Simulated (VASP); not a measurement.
Here is a VASP 6.6.1 calculation.

INCAR

```
SYSTEM = Cr2Co
  PREC = Accurate
  ENCUT = 520
  EDIFF = 1E-7
  ISMEAR = -1
  SIGMA = 0.05
  LREAL = .FALSE.
  LASPH = .TRUE.
  NELM = 120
  ALGO = Normal
  ISIF = 2
  LWAVE = .FALSE.
  LCHARG = .FALSE.
  ISPIN = 2
  MAGMOM = 2 2 3 3 3 3
  LORBIT = 11
  LMAXMIX = 4
  GGA = PE
  NBANDS = 46
```

Contents of KPOINTS:

```
regular mesh
0
G
  7 7 7
  0 0 0
```

The input POSCAR:

```
Cr2Co
1.0
    0.0000000000      3.2690880000      3.2690880000
    3.2690880000      0.0000000000      3.2690880000
    3.2690880000      3.2690880000      0.0000000000
Co Cr
2 4
Direct
    0.0000000000      0.0000000000      0.0000000000
    0.2500000000      0.2500000000      0.2500000000
    0.6250000000      0.6250000000      0.6250000000
    0.1250000000      0.6250000000      0.6250000000
    0.6250000000      0.1250000000      0.6250000000
    0.6250000000      0.6250000000      0.1250000000
```

Potentials or basis: VASP PAW PBE potentials, release 64 (Co, Cr_pv).

Command:

```console
$ cat potpaw_PBE.64/Co/POTCAR potpaw_PBE.64/Cr_pv/POTCAR > POTCAR
$ mpirun -np 1 vasp_std > vasp.out
```

(1) Estimate the site moments.

(2) Predict the net moment.

(3) Predict the pressure.

Results:

(1) Co +0.62; Cr -0.03 μB.

(2) 1.05 μB per cell.

(3) -1.4 GPa.
